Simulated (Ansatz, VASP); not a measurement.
**Ag (Ag wire along [111], 13 atoms a period): VASP beside Ansatz**

One calculation is typed for both programs; each brings its own data sets. How far apart do they land? Of the first pair: The structure shown is the start of the Ansatz relaxation below; VASP solves that cell, so the two are compared at the walk's first step.

Calculated with Ansatz 0.2.0; plane waves, with VASP 6.6.1 beside it; single point at PBE.

## (1) The starting structure

The cell holds 13 atoms: 13 Ag. Cell: a = 12.669 Å, b = 11.883 Å, c = 7.188 Å, α = 90.0°, β = 90.0°, γ = 90.0°. Vacuum lies along a and b. The structure's axis is c.

## (2) Ansatz: relaxation, PBE

Ansatz runs on its PAW soft_1 files.

The two programs are compared at the cell with which this relaxation starts, whose forces are those of its first step.

Contents of input.yaml:

```yaml
crystal:
  lattice:
    - [12.669, 0.0, 0.0]
    - [0.0, 11.883, 0.0]
    - [0.0, 0.0, 7.1880108514]
  atoms:
    - { symbol: Ag, position: [0.268371616, 0.499987007, 0.0] }
    - { symbol: Ag, position: [0.384185537, 0.713850982, 0.0] }
    - { symbol: Ag, position: [0.499999459, 0.499987007, 0.0] }
    - { symbol: Ag, position: [0.61581338, 0.713850982, 0.0] }
    - { symbol: Ag, position: [0.384185537, 0.428699016, 0.333333333] }
    - { symbol: Ag, position: [0.499999459, 0.64256299, 0.333333333] }
    - { symbol: Ag, position: [0.61581338, 0.428699016, 0.333333333] }
    - { symbol: Ag, position: [0.384185537, 0.571274999, 0.666666667] }
    - { symbol: Ag, position: [0.499999459, 0.357411024, 0.666666667] }
    - { symbol: Ag, position: [0.61581338, 0.571274999, 0.666666667] }
    - { symbol: Ag, position: [0.384185537, 0.286123033, 0.0] }
    - { symbol: Ag, position: [0.61581338, 0.286123033, 0.0] }
    - { symbol: Ag, position: [0.731627302, 0.499987007, 0.0] }
kpoints:
  mp_grid: { grid: [1, 1, 12] }
scf:
  occupations: { method: fermi_dirac, width: 0.05 }
hamiltonian:
  xc: pbe
  pseudopotentials: { kind: paw, azcp: { folder: soft_1 } }
relax:
  cell: { fix: [a, b, alpha, beta, gamma] }
  max_steps: 45
  f_tol: 0.03
```

Started as:

```sh
$ ansatz run input.yaml --threads 4 --pin off --max-ram 16384MiB --backend cpu --events-out ev --progress --plain --runs-dir out
```

Numbers of over 12 decimals in the logs are rounded to 6 here.

What it wrote:

```text
Engine: ansatz 0.2.0, x86_64-unknown-linux-gnu
Pseudopotentials: kind: paw
Pseudopotential: Ag, paw, valence charge 19, recommended cutoff 420 eV (normal), soft_1/Ag.paw.azcp
Functional definition: PBE
  parameter kappa = 0.804
  parameter beta = 0.066725
  exchange = pbe_x(kappa = kappa, mu = beta*pi^2/3)
  correlation = pbe_c(beta = beta)
Crystal: 13 atoms, lattice volume = 1082.124 Å³
Basis set: ecut = 420 eV, 21109 PW (Γ), exchange–correlation on 180×160×100 points (8 copies of the dense FFT grid, shifted against one another)
Bands: 149, of which v1, the nominal top of the filled ones, is band 124 counted from 1 (123 counted from 0)
Symmetry: 4 space group operations
Space group: P2/m (ITA 10), of the structure as read, at distance tolerance 1.0e-4 Å
k-points: 7 of 12
Non-local potential: Ag, projectors of the file, l = 0: 3, l = 1: 2, l = 2: 2, l = 3: 1
PAW form: soft (Blöchl's): semilocal exchange-correlation on the pseudo side does not see the compensation charge
PAW one-centre angular grid: Ag, 590 points (default); XC on 64 Gauss nodes
Initial density: superposition of atomic densities (neutral atoms: chi_scale 0, normalization atom)
Initial wavefunctions: pseudopotential atomic-orbital guess
Functional: x = pbe(κ = 0.804, μ = 0.219515), c = pbe(β = 0.066725)
iter 1 solved again at ethr=2.73e-3 eV; its pass at ethr=3.10e-3 eV (dr2=6.75e0 eV) is discarded
SCF iter   1: F=—  HF=-98669.851683 eV  |F-HF|=—  |Δ(HF+E_count)|=         —  Δρ=2.01e-2  dr2=7.07e0  ethr=2.73e-3  ⟨swp⟩=2.3  Hψ=5422  notcnv=0
preconditioner: auto → LDOS  [insulator: Δε(μ)=0.167 eV  Ē_g=6.974 eV  σ=0.050 eV  W_gap=0.66  n_scr=184 (ndim 8)  ℏωp=13.5 eV  f_vac=0.667  D(μ)=7.18/eV (n_scr^D=22)  ε∞_Penn≈4.7  β→1.0]
SCF iter   2: F=—  HF=-98671.174181 eV  |F-HF|=—  |Δ(HF+E_count)|=    1.32e0  Δρ=3.01e-2  dr2=1.11e1  ethr=2.73e-3  ⟨swp⟩=3.7  Hψ=3479  notcnv=0  defer=39
SCF iter   3: F=—  HF=-98668.156912 eV  |F-HF|=—  |Δ(HF+E_count)|=    3.02e0  Δρ=6.28e-3  dr2=5.00e-1  ethr=2.73e-3  ⟨swp⟩=2.4  Hψ=1788  notcnv=0  defer=100
SCF iter   4: F=—  HF=-98668.080761 eV  |F-HF|=—  |Δ(HF+E_count)|=   7.62e-2  Δρ=1.12e-3  dr2=2.31e-2  ethr=2.02e-4  ⟨swp⟩=3.0  Hψ=1558  notcnv=0  defer=100
SCF iter   5: F=—  HF=-98668.076647 eV  |F-HF|=—  |Δ(HF+E_count)|=   4.11e-3  Δρ=4.93e-4  dr2=3.52e-3  ethr=9.34e-6  ⟨swp⟩=2.0  Hψ=1707  notcnv=0  defer=100
SCF iter   6: F=—  HF=-98668.076478 eV  |F-HF|=—  |Δ(HF+E_count)|=   1.69e-4  Δρ=1.36e-4  dr2=2.96e-4  ethr=1.43e-6  ⟨swp⟩=2.0  Hψ=1447  notcnv=0  defer=100
SCF iter   7: F=—  HF=-98668.076589 eV  |F-HF|=—  |Δ(HF+E_count)|=   1.11e-4  Δρ=9.43e-5  dr2=1.23e-4  ethr=1.20e-7  ⟨swp⟩=2.0  Hψ=1527  notcnv=0  defer=100
SCF iter   8: F=—  HF=-98668.076599 eV  |F-HF|=—  |Δ(HF+E_count)|=   9.42e-6  Δρ=2.12e-5  dr2=6.94e-6  ethr=4.98e-8  ⟨swp⟩=2.0  Hψ=1446  notcnv=0  defer=100
SCF iter   9: F=—  HF=-98668.076256 eV  |F-HF|=—  |Δ(HF+E_count)|=   3.43e-4  Δρ=1.04e-5  dr2=1.50e-6  ethr=2.81e-9  ⟨swp⟩=2.0  Hψ=1452  notcnv=0  defer=100
SCF iter  10: F=—  HF=-98668.076256 eV  |F-HF|=—  |Δ(HF+E_count)|=   6.12e-7  Δρ=4.06e-6  dr2=1.64e-7  ethr=6.07e-10  ⟨swp⟩=2.0  Hψ=1454  notcnv=0  defer=100
SCF iter  11: F=-98668.076256 eV  HF=-98668.076256 eV  |F-HF|=3.06e-9  |Δ(HF+E_count)|=   8.61e-8  Δρ=1.24e-6  dr2=2.31e-8  ethr=4.05e-11  ⟨swp⟩=4.3  Hψ=3266  notcnv=0
SCF 1 converged in 11 iterations: F = -98668.076256 eV  dr2 = 2.31e-8
  greatest PAW one-centre occupation: 1.001 electrons in one spin orbital (limit 2), on the Ag atom at site 2 (counted from 0), in its partial waves of l = 0
relax step   1: F+E_penalty+E_count = -98668.07625641 eV  Δ(F+E_penalty+E_count) = +0.000e0 eV  max|allowed force component| = 6.157e-1 eV/Å  Δτ_max = 0.0000 Å  P = -1.031 GPa  Ω = 1082.124 Å³  fix = [a, b, alpha, beta, gamma]  reactions: a -0.886, b -0.846 GPa; alpha -0.001 GPa/rad  (11 SCF iters, dr2 threshold 1.00e-7 eV, accepted)
[...]
relax step   3: F+E_penalty+E_count = -98668.55265808 eV  Δ(F+E_penalty+E_count) = -5.220e-2 eV  max|allowed force component| = 2.564e-2 eV/Å  Δτ_max = 0.0457 Å  P = -0.052 GPa  Ω = 1036.618 Å³  energy of the carried Pulay correction = +4.902e-3 eV  fix = [a, b, alpha, beta, gamma]  reactions: a +0.026, b +0.042 GPa; alpha -0.001 GPa/rad  (6 SCF iters, dr2 threshold 1.30e-6 eV, accepted)
[...]
relax step   4: F+E_penalty+E_count = -98668.56878546 eV  Δ(F+E_penalty+E_count) = -1.613e-2 eV  max|allowed force component| = 1.500e-2 eV/Å  Δτ_max = 0.0275 Å  P = -0.001 GPa  Ω = 1022.147 Å³  energy of the carried Pulay correction = +6.537e-3 eV  fix = [a, b, alpha, beta, gamma]  reactions: a -0.002, b +0.018 GPa; alpha -0.002 GPa/rad  (7 SCF iters, dr2 threshold 1.25e-7 eV, accepted)
[...]
relax step   5: F+E_penalty+E_count = -98668.56164445 eV  Δ(F+E_penalty+E_count) = +7.141e-3 eV  max|allowed force component| = 1.557e-2 eV/Å  Δτ_max = 0.0000 Å  P = +0.001 GPa  Ω = 1022.147 Å³  fix = [a, b, alpha, beta, gamma]  reactions: a +0.001, b +0.020 GPa; alpha -0.003 GPa/rad  stress off target by 1.78e-2 GPa on what of the cell is left free  SCF on the basis re-selected at this cell (its energy is not comparable with the rows above)  (8 SCF iters)
basis re-selected at this cell: Δ(F+E_penalty+E_count) = +7.141e-3 eV, ΔP = +0.002 GPa vs the last step (what re-selecting the basis moved, of the pressure what is left beyond the Pulay correction that the steps carried, after the strain that the cell walked since its last selection, with what the two solves' SCF thresholds leave and, on support functions, any second-order correction that the steps lacked; it is no measure of the basis error at this ecutwfc). The dense FFT grid was sized anew with the basis: this SCF ran on 90×80×48 points, the steps before it on 90×80×50, so part of this shift can come from that change (see relax.cell in the input reference). [rest of the remark cut]
SCF converged after 8 iterations
Free energy (F): -98668.561644 eV
Harris-Foulkes:  -98668.561644 eV  (|F-HF|=0.00e0)
Internal energy: -98668.495416 eV  (E = F + TS)
E sigma→0 (E₀):  -98668.528530 eV
Entropy (-TS):   -0.066229 eV (-5.095 meV/atom)
Fermi energy:    0.508387 eV
--- Per-component energies (eV) ---
  E_band       = -7093.590193
  E_kinetic    = 6087.554317
  E_local      = -132346.882019  (includes V_loc(G=0)·N_el)
  E_nonlocal   = 421.702123
  E_hartree    = 63938.305845
  E_xc         = -2052.447674
  E_vxc        = -2594.916413  (∫ρ·V_xc dr)
  E_paw        = -51439.891719  (= ΣΔE_a)
  E_vpaw       = -6537.665403  (= ΣTr[D̂ρ^β])
  E_aug_tail   = 0.004819  (compensation charges beyond the density's cutoff)
  E_ewald      = 16723.158892
  E_smearing   = -0.066229  (= −TS)
  E_closure    = 0.000000  (closes the sum)
  Σ components = -98668.561644   (vs F -98668.561644, Δ=0.00e0)
--- Forces (eV/Å), atoms counted from 1 ---
  atom   1  Ag    -0.01493877    -0.00000000     0.00000000
  atom   2  Ag    -0.00291546     0.01556562    -0.00174560
  atom   3  Ag     0.00000000     0.00000000     0.00000000
  atom   4  Ag     0.00291546     0.01556562    -0.00174560
  atom   5  Ag     0.00012874    -0.00441699    -0.00102499
  atom   6  Ag    -0.00000000     0.00736731    -0.00111815
  atom   7  Ag    -0.00012874    -0.00441699    -0.00102499
  atom   8  Ag     0.00012874     0.00441699     0.00102499
  atom   9  Ag     0.00000000    -0.00736731     0.00111815
  atom  10  Ag    -0.00012874     0.00441699     0.00102499
  atom  11  Ag    -0.00291546    -0.01556562     0.00174560
  atom  12  Ag     0.00291546    -0.01556562     0.00174560
  atom  13  Ag     0.01493877     0.00000000    -0.00000000
  max |Σ_I F_I| component: 1.73e-18 eV/Å
--- Stress (GPa, compression-positive) ---
        0.000815      -0.000000       0.000000
       -0.000000       0.020144       0.002535
        0.000000       0.002535      -0.017780
  P = ⅓ Tr σ = 0.0011 GPa (0.011 kbar)
--- Relaxed structure (4 steps of the walk, 4 accepted, 1 SCFs on fresh bases) ---
  F+E_penalty+E_count = -98668.56164445 eV   max|allowed force component| = 1.557e-2 eV/Å   (the final SCF, on the basis selected at the relaxed cell)
  cell:  # Å, volume = 1022.1468 Å³
    - [12.669, 0, 0]
    - [0, 11.883, 0]
    - [0, 0, 6.789610]
  atoms:
    - { symbol: Ag, position: [0.276929, 0.499987, 0] }
    - { symbol: Ag, position: [0.389106, 0.706541, -0.00182546] }
    - { symbol: Ag, position: [0.5, 0.499987, 0] }
    - { symbol: Ag, position: [0.610894, 0.706541, -0.00182546] }
    - { symbol: Ag, position: [0.381186, 0.426832, 0.340428] }
    - { symbol: Ag, position: [0.5, 0.647385, 0.340017] }
    - { symbol: Ag, position: [0.618814, 0.426832, 0.340428] }
    - { symbol: Ag, position: [0.381186, 0.573142, 0.659572] }
    - { symbol: Ag, position: [0.5, 0.352589, 0.659983] }
    - { symbol: Ag, position: [0.618814, 0.573142, 0.659572] }
    - { symbol: Ag, position: [0.389106, 0.293433, 0.00182546] }
    - { symbol: Ag, position: [0.610894, 0.293433, 0.00182546] }
    - { symbol: Ag, position: [0.723071, 0.499987, 0] }
```

The column dr2 measures how far the density is from self-consistency, as an energy; F and HF (Harris–Foulkes) agree once it is small.

## (3) VASP: single point, PBE, start cell, pair 1

The same cell, functional, mesh and smearing now go to VASP, with its own data sets.

Lines of VASP's logs that name or quote its potential files are left out, and so is its time.

Contents of INCAR:

```
SYSTEM = Ag
PREC = Accurate
ENCUT = 400
EDIFF = 1E-06
NELM = 120
ISMEAR = -1
SIGMA = 0.05
LREAL = .FALSE.
ALGO = Normal
GGA = PE
NBANDS = 88
LASPH = .TRUE.
LORBIT = 11
LWAVE = .FALSE.
LCHARG = .FALSE.
ISIF = 2
GGA_COMPAT = .FALSE.
KPAR = 4
```

Contents of POSCAR:

```
Ag
1.0
   12.6690000000      0.0000000000      0.0000000000
    0.0000000000     11.8830000000      0.0000000000
    0.0000000000      0.0000000000      7.1880110000
Ag
13
Direct
    0.2683721683      0.4999870403      0.0000000000
    0.3841860447      0.7138510056      0.0000000000
    0.5000000000      0.4999870403      0.0000000000
    0.6158139553      0.7138510056      0.0000000000
    0.3841860447      0.4286990238      0.3333333797
    0.5000000000      0.6425630312      0.3333333797
    0.6158139553      0.4286990238      0.3333333797
    0.3841860447      0.5712750568      0.6666666203
    0.5000000000      0.3574110494      0.6666666203
    0.6158139553      0.5712750568      0.6666666203
    0.3841860447      0.2861230749      0.0000000000
    0.6158139553      0.2861230749      0.0000000000
    0.7316278317      0.4999870403      0.0000000000
```

Contents of KPOINTS:

```
Automatic mesh
0
Gamma
1 1 12
0 0 0
```

PAW data sets: Ag (PBE family, release 64).

Started as:

```sh
$ mpirun -np 4 vasp_std
```

What it wrote:

```text
[banner, memory and clock lines left out]
running    4 mpi-ranks, on    1 nodes
 distrk:  each k-point on    1 cores,    4 groups
 distr:  one band on    1 cores,    1 groups

 POSCAR found type information on POSCAR Ag
 POSCAR found :  1 types and      13 ions
 LDA part: xc-table for (Slater+PW92), standard interpolation
 POSCAR, INCAR and KPOINTS ok, starting setup
 FFT: planning ... GRIDC
 FFT: planning ... GRID_SOFT
 FFT: planning ... GRID
 WAVECAR not read
 entering main loop
       N       E                     dE             d eps       ncg     rms          rms(c)
DAV:   1     0.808134171938E+03    0.80813E+03   -0.48229E+04  1232   0.104E+03
DAV:   2     0.342995777822E+02   -0.77383E+03   -0.70789E+03  1472   0.227E+02
DAV:   3    -0.262484872772E+02   -0.60548E+02   -0.58379E+02  1376   0.590E+01
DAV:   4    -0.272950444246E+02   -0.10466E+01   -0.10443E+01  1360   0.850E+00
DAV:   5    -0.273178836059E+02   -0.22839E-01   -0.22835E-01  1408   0.128E+00    0.101E+01
DAV:   6    -0.256170988180E+02    0.17008E+01   -0.57826E+00  1320   0.987E+00    0.682E+00
DAV:   7    -0.255034810560E+02    0.11362E+00   -0.33505E-01  1336   0.194E+00    0.362E+00
DAV:   8    -0.254794710058E+02    0.24010E-01   -0.51268E-02  1328   0.905E-01    0.581E-01
DAV:   9    -0.254778147801E+02    0.16562E-02   -0.49572E-03  1328   0.436E-01    0.171E-01
DAV:  10    -0.254773269695E+02    0.48781E-03   -0.11980E-03  1312   0.111E-01    0.819E-02
DAV:  11    -0.254768848375E+02    0.44213E-03   -0.19981E-03  1280   0.144E-01    0.592E-02
DAV:  12    -0.254772836431E+02   -0.39881E-03   -0.31909E-04  1296   0.121E-01    0.260E-02
DAV:  13    -0.254778656131E+02   -0.58197E-03   -0.10170E-04  1240   0.298E-02    0.133E-02
DAV:  14    -0.254781982202E+02   -0.33261E-03   -0.20134E-05  1272   0.196E-02    0.939E-03
DAV:  15    -0.254784080619E+02   -0.20984E-03   -0.99008E-06  1312   0.940E-03    0.509E-03
DAV:  16    -0.254785846635E+02   -0.17660E-03   -0.88750E-06   880   0.503E-03    0.294E-03
DAV:  17    -0.254786545468E+02   -0.69883E-04   -0.65999E-06   896   0.386E-03    0.136E-03
DAV:  18    -0.254786587304E+02   -0.41836E-05   -0.44053E-07   856   0.150E-03    0.672E-04
DAV:  19    -0.254786591437E+02   -0.41334E-06   -0.34466E-07   832   0.118E-03
   1 F= -.25478659E+02 E0= -.25446605E+02  d E =-.641076E-01
```

OUTCAR, selected parts (step 3):

```text
ion  position               nearest neighbor table
   1  0.268  0.500  0.000-   2 2.93  11 2.93   3 2.93   8 2.93   5 2.93
   2  0.384  0.714  0.000-   1 2.93   8 2.93   3 2.93   6 2.93   4 2.93
   3  0.500  0.500  0.000-   1 2.93  13 2.93   4 2.93   2 2.93  12 2.93  11 2.93   9 2.93   6 2.93
                            10 2.93   7 2.93   8 2.93   5 2.93
   4  0.616  0.714  0.000-  13 2.93  10 2.93   3 2.93   6 2.93   2 2.93
   5  0.384  0.429  0.333-   9 2.93   8 2.93  11 2.93   1 2.93   6 2.93   3 2.93   7 2.93
   6  0.500  0.643  0.333-   8 2.93  10 2.93   3 2.93   2 2.93   4 2.93   5 2.93   7 2.93
   7  0.616  0.429  0.333-   9 2.93  10 2.93  12 2.93  13 2.93   6 2.93   3 2.93   5 2.93
   8  0.384  0.571  0.667-   6 2.93   5 2.93   2 2.93   1 2.93   9 2.93   3 2.93  10 2.93
   9  0.500  0.357  0.667-   5 2.93   7 2.93   3 2.93  11 2.93  12 2.93   8 2.93  10 2.93
  10  0.616  0.571  0.667-   6 2.93   7 2.93   4 2.93  13 2.93   9 2.93   3 2.93   8 2.93
  11  0.384  0.286  0.000-   1 2.93   5 2.93   3 2.93   9 2.93  12 2.93
  12  0.616  0.286  0.000-  13 2.93   7 2.93   3 2.93   9 2.93  11 2.93
  13  0.732  0.500  0.000-   4 2.93  12 2.93   3 2.93  10 2.93   7 2.93

  LATTYP: Found a simple orthorhombic cell.
 ALAT       =     7.1880110000
 B/A-ratio  =     1.6531694234
 C/A-ratio  =     1.7625181709

 Subroutine GETGRP returns: Found  4 space group operations
 (whereof  2 operations were pure point group operations)

The static configuration has the point symmetry C_1h.
 The point group associated with its full space group is C_2h.

 Found      7 irreducible k-points:

   k-points           NKPTS =      7   k-points in BZ     NKDIM =      7   number of bands    NBANDS=     88

   dimension x,y,z NGX =    84 NGY =   80 NGZ =   48
   dimension x,y,z NGXF=   168 NGYF=  160 NGZF=   96

   ENCUT  =  400.0 eV  29.40 Ry    5.42 a.u.  20.66 19.38 11.72*2*pi/ulx,y,z

   NELECT =     143.0000    total number of electrons

 k-points in reciprocal lattice and weights: Automatic mesh
   0.00000000  0.00000000  0.00000000       0.083
   0.00000000  0.00000000  0.08333333       0.167
   0.00000000  0.00000000  0.16666667       0.167
   0.00000000  0.00000000  0.25000000       0.167
   0.00000000  0.00000000  0.33333333       0.167
   0.00000000  0.00000000  0.41666667       0.167
   0.00000000  0.00000000  0.50000000       0.083

 average (electrostatic) potential at core
       1 -80.1496       2 -80.1624       3 -80.6971       4 -80.1624       5 -80.1743
       6 -80.1772       7 -80.1743       8 -80.1743       9 -80.1772      10 -80.1743
      11 -80.1624      12 -80.1624      13 -80.1496

 E-fermi :  -1.5519

 k-point     1 :       0.0000    0.0000    0.0000
  band No.  band energies     occupation
    ...
     68      -3.6839      2.00000
     69      -2.9136      2.00000
     70      -2.3809      2.00000
     71      -1.7609      1.96983
     72      -1.7135      1.92401
     73      -1.0845      0.00017
     74      -0.4167      0.00000
     75      -0.4100      0.00000
     76      -0.0167      0.00000
     77      -0.0040      0.00000
    ...

 k-point     2 :       0.0000    0.0000    0.0833
  band No.  band energies     occupation
    ...
     68      -3.6782      2.00000
     69      -3.1905      2.00000
     70      -2.0863      1.99995
     71      -1.7512      1.96356
     72      -1.7044      1.90962
     73      -1.0421      0.00007
     74      -0.7192      0.00000
     75      -0.7187      0.00000
     76       0.2529      0.00000
     77       0.3062      0.00000
    ...

 k-point     3 :       0.0000    0.0000    0.1667
  band No.  band energies     occupation
    ...
     68      -3.6609      2.00000
     69      -3.5913      2.00000
     70      -1.7294      1.94418
     71      -1.6851      1.86978
     72      -1.6646      1.80995
     73      -1.1185      0.00034
     74      -1.1130      0.00031
     75      -0.8861      0.00000
     76       0.2943      0.00000
     77       0.6161      0.00000
    ...

  Total       -6.6910517     -6.4186601     -9.8967876      0.0000000      0.0045467      0.0000000
  in kB       -9.9066725     -9.5033735    -14.6530377      0.0000000      0.0067318      0.0000000
  external PRESSURE =     -11.3543612 kB  Pullay stress =       0.0000000 kB

  energy-cutoff  :      400.00
  volume of cell :     1082.12
      direct lattice vectors                 reciprocal lattice vectors
    12.669000000  0.000000000  0.000000000     0.078932828  0.000000000  0.000000000
     0.000000000 11.883000000  0.000000000     0.000000000  0.084153833  0.000000000
     0.000000000  0.000000000  7.188011000     0.000000000  0.000000000  0.139120544

 POSITION                                       TOTAL-FORCE (eV/Angst)
 -----------------------------------------------------------------------------------
      3.40001      5.94135      0.00000         0.620286     -0.000000      0.000000
      4.86725      8.48269      0.00000         0.352132     -0.541874     -0.006097
      6.33450      5.94135      0.00000         0.000000     -0.000000      0.000000
      7.80175      8.48269      0.00000        -0.352132     -0.541874     -0.006097
      4.86725      5.09423      2.39600         0.037473      0.025464     -0.066824
      6.33450      7.63558      2.39600         0.000000     -0.038396     -0.063154
      7.80175      5.09423      2.39600        -0.037473      0.025464     -0.066824
      4.86725      6.78846      4.79201         0.037473     -0.025464      0.066824
      6.33450      4.24712      4.79201         0.000000      0.038396      0.063154
      7.80175      6.78846      4.79201        -0.037473     -0.025464      0.066824
      4.86725      3.40000      0.00000         0.352132      0.541874      0.006097
      7.80175      3.40000      0.00000        -0.352132      0.541874      0.006097
      9.26899      5.94135      0.00000        -0.620286     -0.000000      0.000000
 -----------------------------------------------------------------------------------
    total drift:                               -0.000000     -0.000005     -0.000000

  FREE ENERGIE OF THE ION-ELECTRON SYSTEM (eV)
  ---------------------------------------------------
  free  energy   TOTEN  =       -25.4786591437 eV

  energy  without entropy=      -25.4145515479  energy(sigma->0) =      -25.44660535

 total charge
# of ion       s       p       d       tot
------------------------------------------
    1        0.396   0.107   9.241   9.744
    2        0.390   0.109   9.242   9.741
    3        0.333   0.267   9.187   9.787
    4        0.390   0.109   9.242   9.741
    5        0.421   0.148   9.201   9.771
    6        0.420   0.148   9.202   9.770
    7        0.421   0.148   9.201   9.771
    8        0.421   0.148   9.201   9.771
    9        0.420   0.148   9.202   9.770
   10        0.421   0.148   9.201   9.771
   11        0.390   0.109   9.242   9.741
   12        0.390   0.109   9.242   9.741
   13        0.396   0.107   9.241   9.744
--------------------------------------------------
tot          5.212   1.806 119.844 126.862

[... 3 further parts left out ...]
```

(Continued in part 2 of 2.)

[Lines on the potential files, build, host, timing and source positions are cut from VASP's logs without a mark.]

[Logs are printed without paths, hosts, clocks, repeated set-up lines and the standing remarks that a program may print on its own settings, such as how far it seeks lower states.]

[Hosts, paths, dates, database ids (printed as entryN), source tags and the programs' standing remarks are cut or masked in the printed files.]
